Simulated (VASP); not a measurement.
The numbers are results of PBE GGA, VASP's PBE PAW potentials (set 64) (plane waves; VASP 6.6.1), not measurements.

A VASP calculation is set up with these files.

**INCAR**
```
SYSTEM = Ni3Fe
PREC = Accurate
ENCUT = 520
EDIFF = 1E-6
NELM = 100
ALGO = Normal
LREAL = .FALSE.
LASPH = .TRUE.
ISMEAR = 1
SIGMA = 0.1
GGA = PE
LMAXMIX = 4
ISPIN = 2
MAGMOM = 3.0 0.7 0.7 0.7
LORBIT = 10
LWAVE = .FALSE.
LCHARG = .FALSE.
IBRION = 2
ISIF = 3
NSW = 60
EDIFFG = -0.02
```

POSCAR:
```
Ni3Fe
1.0
  3.5383267312   0.0000000000   0.0000000000
  0.0000000000   3.5383267312   0.0000000000
  0.0000000000   0.0000000000   3.5383267312
Fe Ni
1 3
Cart
  0.0000000000   0.0000000000   0.0000000000
  0.0000000000   1.7691633656   1.7691633656
  1.7691633656   0.0000000000   1.7691633656
  1.7691633656   1.7691633656   0.0000000000
```

**KPOINTS**
```
Automatic mesh
0
Gamma
8 8 8
0 0 0
```

POTCAR, in this order: Fe Ni (PBE.64 set). Program: vasp_std.

The run wrote:

File OUTCAR:
```
 ion  position               nearest neighbor table
   1  0.000  0.000  0.000-   2 2.50   3 2.50   4 2.50   2 2.50   3 2.50   2 2.50   4 2.50   2 2.50
                             3 2.50   4 2.50   3 2.50   4 2.50
   2  0.000  0.500  0.500-   1 2.50   3 2.50   4 2.50   1 2.50   4 2.50   1 2.50   3 2.50   1 2.50
                             3 2.50   4 2.50   4 2.50   3 2.50
   3  0.500  0.000  0.500-   1 2.50   2 2.50   4 2.50   1 2.50   4 2.50   2 2.50   4 2.50   4 2.50
                             1 2.50   2 2.50   1 2.50   2 2.50
   4  0.500  0.500  0.000-   1 2.50   2 2.50   3 2.50   2 2.50   3 2.50   1 2.50   3 2.50   3 2.50
                             1 2.50   2 2.50   2 2.50   1 2.50
  LATTYP: Found a simple cubic cell.
 ALAT       =     3.5383267312
 Subroutine PRICEL returns:
 Original cell was already a primitive cell.
 Subroutine GETGRP returns: Found 48 space group operations
The static configuration has the point symmetry O_h .
The dynamic configuration has the point symmetry O_h .
The overall configuration has the point symmetry O_h .
 Subroutine INISYM returns: Found 48 space group operations
 Subroutine IBZKPT returns following result:
 Found     35 irreducible k-points:

 Following reciprocal coordinates:
            Coordinates               Weight
  0.000000  0.000000  0.000000      1.000000
  0.125000  0.000000  0.000000      6.000000
  0.250000  0.000000  0.000000      6.000000
  0.375000  0.000000  0.000000      6.000000
  0.500000  0.000000  0.000000      3.000000
  0.125000  0.125000  0.000000     12.000000
  0.250000  0.125000  0.000000     24.000000
  0.375000  0.125000  0.000000     24.000000
  0.500000  0.125000  0.000000     12.000000
  0.250000  0.250000  0.000000     12.000000
  0.375000  0.250000  0.000000     24.000000
  0.500000  0.250000  0.000000     12.000000
  0.375000  0.375000  0.000000     12.000000
  0.500000  0.375000  0.000000     12.000000
  0.500000  0.500000  0.000000      3.000000
  0.125000  0.125000  0.125000      8.000000
  0.250000  0.125000  0.125000     24.000000
  0.375000  0.125000  0.125000     24.000000
  0.500000  0.125000  0.125000     12.000000
  0.250000  0.250000  0.125000     24.000000
  0.375000  0.250000  0.125000     48.000000
  0.500000  0.250000  0.125000     24.000000
  0.375000  0.375000  0.125000     24.000000
  0.500000  0.375000  0.125000     24.000000
  0.500000  0.500000  0.125000      6.000000
  0.250000  0.250000  0.250000      8.000000
  0.375000  0.250000  0.250000     24.000000
  0.500000  0.250000  0.250000     12.000000
  0.375000  0.375000  0.250000     24.000000
  0.500000  0.375000  0.250000     24.000000
  0.500000  0.500000  0.250000      6.000000
  0.375000  0.375000  0.375000      8.000000
  0.500000  0.375000  0.375000     12.000000
  0.500000  0.500000  0.375000      6.000000
  0.500000  0.500000  0.500000      1.000000
   k-points           NKPTS =     35   k-points in BZ     NKDIM =     35   number of bands    NBANDS=     26
   number of dos      NEDOS =    301   number of ions     NIONS =      4
   total plane-waves  NPLWV =  21952
   dimension x,y,z NGX =    28 NGY =   28 NGZ =   28
   dimension x,y,z NGXF=    56 NGYF=   56 NGZF=   56
   ions per type =               1   3
   PREC   = accura    normal or accurate (medium, high low for compatibility)
   ISTART =      0    job   : 0-new  1-cont  2-samecut
   ICHARG =      2    charge: 1-file 2-atom 10-const
   ISPIN  =      2    spin polarized calculation?
   LNONCOLLINEAR =      F non collinear calculations
   LSORBIT =      F    spin-orbit coupling
   INIWAV =      1    electr: 0-lowe 1-rand  2-diag
   ENCUT  =  520.0 eV  38.22 Ry    6.18 a.u.   6.58  6.58  6.58*2*pi/ulx,y,z
   NELM   =    100;   NELMIN=  2; NELMDL= -5     # of ELM steps
   EDIFF  = 0.1E-05   stopping-criterion for ELM
   LREAL  =      F    real-space projection
...
```

OSZICAR:
```
       N       E                     dE             d eps       ncg     rms          rms(c)
DAV:   1     0.244325713722E+03    0.24433E+03   -0.17351E+04  3736   0.205E+03
DAV:   2    -0.150059569099E+02   -0.25933E+03   -0.24946E+03  3648   0.364E+02
DAV:   3    -0.289953533693E+02   -0.13989E+02   -0.13293E+02  3792   0.117E+02
DAV:   4    -0.291782110441E+02   -0.18286E+00   -0.18248E+00  3902   0.140E+01
DAV:   5    -0.291833960174E+02   -0.51850E-02   -0.51846E-02  5162   0.189E+00    0.206E+01
DAV:   6    -0.264030905517E+02    0.27803E+01   -0.37223E+01  3868   0.973E+01    0.205E+01
DAV:   7    -0.296067331685E+02   -0.32036E+01   -0.23427E+01  4316   0.118E+02    0.269E+01
DAV:   8    -0.248715791111E+02    0.47352E+01   -0.16016E+01  4572   0.548E+01    0.600E+00
DAV:   9    -0.250203557634E+02   -0.14878E+00   -0.63470E-01  4216   0.976E+00    0.321E+00
DAV:  10    -0.249911684345E+02    0.29187E-01   -0.11850E-01  5078   0.836E+00    0.153E+00
DAV:  11    -0.249904489089E+02    0.71953E-03   -0.37362E-02  5438   0.238E+00    0.116E+00
DAV:  12    -0.249929389971E+02   -0.24901E-02   -0.69653E-03  4278   0.216E+00    0.308E-01
DAV:  13    -0.249931325118E+02   -0.19351E-03   -0.20428E-03  5208   0.667E-01    0.689E-02
DAV:  14    -0.249931960932E+02   -0.63581E-04   -0.23885E-04  4682   0.177E-01    0.965E-02
DAV:  15    -0.249931760263E+02    0.20067E-04   -0.78103E-05  4526   0.239E-01    0.183E-02
DAV:  16    -0.249931767545E+02   -0.72823E-06   -0.11619E-05  4680   0.652E-02    0.269E-02
DAV:  17    -0.249931761027E+02    0.65182E-06   -0.20452E-06  2244   0.382E-02
   1 F= -.24993176E+02 E0= -.24992963E+02  d E =-.249932E+02  mag=     4.7928
       N       E                     dE             d eps       ncg     rms          rms(c)
DAV:   1    -0.250580153893E+02   -0.64839E-01   -0.70561E-01  3646   0.121E+01    0.266E+00
DAV:   2    -0.254059806010E+02   -0.34797E+00   -0.19467E+00  4202   0.277E+01    0.116E+01
DAV:   3    -0.250009605189E+02    0.40502E+00   -0.14877E+00  4294   0.254E+01    0.158E+00
DAV:   4    -0.249953334293E+02    0.56271E-02   -0.55936E-02  4076   0.312E+00    0.691E-01
DAV:   5    -0.249938182264E+02    0.15152E-02   -0.36269E-03  5258   0.850E-01    0.323E-01
DAV:   6    -0.249931348625E+02    0.68336E-03   -0.14496E-03  5608   0.697E-01    0.921E-02
DAV:   7    -0.249931388520E+02   -0.39895E-05   -0.29562E-04  4064   0.259E-01    0.416E-02
DAV:   8    -0.249931455519E+02   -0.66999E-05   -0.19373E-05  5340   0.658E-02    0.196E-02
DAV:   9    -0.249931503779E+02   -0.48260E-05   -0.35190E-06  3426   0.306E-02    0.566E-03
DAV:  10    -0.249931510077E+02   -0.62986E-06   -0.12499E-06  1880   0.170E-02
   2 F= -.24993151E+02 E0= -.24992804E+02  d E =0.250950E-04  mag=     4.8214
       N       E                     dE             d eps       ncg     rms          rms(c)
DAV:   1    -0.250113677346E+02   -0.18217E-01   -0.18921E-01  3648   0.620E+00    0.140E+00
DAV:   2    -0.250870881471E+02   -0.75720E-01   -0.36322E-01  4224   0.142E+01    0.460E+00
DAV:   3    -0.249957856888E+02    0.91302E-01   -0.21711E-01  4198   0.134E+01    0.849E-01
DAV:   4    -0.249940180785E+02    0.17676E-02   -0.13085E-02  4196   0.186E+00    0.227E-01
DAV:   5    -0.249938784248E+02    0.13965E-03   -0.12015E-03  4830   0.393E-01    0.858E-02
DAV:   6    -0.249937735238E+02    0.10490E-03   -0.10251E-04  4652   0.152E-01    0.306E-02
DAV:   7    -0.249937704426E+02    0.30812E-05   -0.17035E-05  4774   0.577E-02    0.188E-02
DAV:   8    -0.249937698782E+02    0.56444E-06   -0.27024E-06  2702   0.308E-02
   3 F= -.24993770E+02 E0= -.24993493E+02  d E =-.593775E-03  mag=     4.8068
```

OUTCAR:
```
------------------------ aborting loop because EDIFF is reached ----------------------------------------
  FORCE on cell =-STRESS in cart. coord.  units (eV):
  Direction    XX          YY          ZZ          XY          YZ          ZX
  --------------------------------------------------------------------------------------
  Total        0.0245086      0.0245086      0.0245086      0.0000000      0.0000000      0.0000000
  in kB        0.8823128      0.8823128      0.8823128      0.0000000      0.0000000      0.0000000
  external PRESSURE =       0.8823128 kB  Pullay stress =       0.0000000 kB
  volume of cell :       44.50
      direct lattice vectors                 reciprocal lattice vectors
     3.543798755  0.000000000 -0.000000000     0.282183067 -0.000000000  0.000000000
     0.000000000  3.543798755  0.000000000    -0.000000000  0.282183067 -0.000000000
    -0.000000000  0.000000000  3.543798755     0.000000000 -0.000000000  0.282183067
 POSITION                                       TOTAL-FORCE (eV/Angst)
 -----------------------------------------------------------------------------------
      0.00000      0.00000      0.00000        -0.000000     -0.000000      0.000000
      0.00000      1.77190      1.77190         0.000000      0.000000      0.000000
      1.77190      0.00000      1.77190        -0.000000      0.000000      0.000000
      1.77190      1.77190     -0.00000        -0.000000     -0.000000      0.000000
 -----------------------------------------------------------------------------------
    total drift:                                0.000000      0.000000      0.000000
  FREE ENERGIE OF THE ION-ELECTRON SYSTEM (eV)
  ---------------------------------------------------
  free  energy   TOTEN  =       -24.9937698782 eV

  energy  without entropy=      -24.9929398073  energy(sigma->0) =      -24.99349319

 total charge

# of ion       s       p       d       tot
------------------------------------------
    1        0.474   0.502   6.111   7.088
    2        0.504   0.510   8.324   9.338
    3        0.504   0.510   8.324   9.338
    4        0.504   0.510   8.324   9.338
--------------------------------------------------
tot          1.986   2.032  31.082  35.101

 magnetization (x)

# of ion       s       p       d       tot
------------------------------------------
    1        0.012  -0.001   2.901   2.913
    2       -0.015  -0.045   0.702   0.642
    3       -0.015  -0.045   0.702   0.642
    4       -0.015  -0.045   0.702   0.642
--------------------------------------------------
tot         -0.034  -0.135   5.007   4.838

 reached required accuracy - stopping structural energy minimisation
```
(Selected blocks of OUTCAR.)

### CONTCAR
```
Ni3Fe
   1.00000000000000
     3.5437987550928192    0.0000000000000000   -0.0000000000000000
     0.0000000000000000    3.5437987550928192    0.0000000000000000
    -0.0000000000000000    0.0000000000000000    3.5437987550928192
  Fe              Ni
     1     3
Direct
     0.0000000000000000    0.0000000000000000    0.0000000000000000
     0.0000000000000000    0.5000000000000000    0.5000000000000000
     0.5000000000000000    0.0000000000000000    0.5000000000000000
     0.5000000000000000    0.5000000000000000    0.0000000000000000
```

The compound is Ni3Fe in the L1_2 structure. This run relaxes it. Symmetry was kept, so distortions that lower it aren't found. The start is the result of an earlier pass.
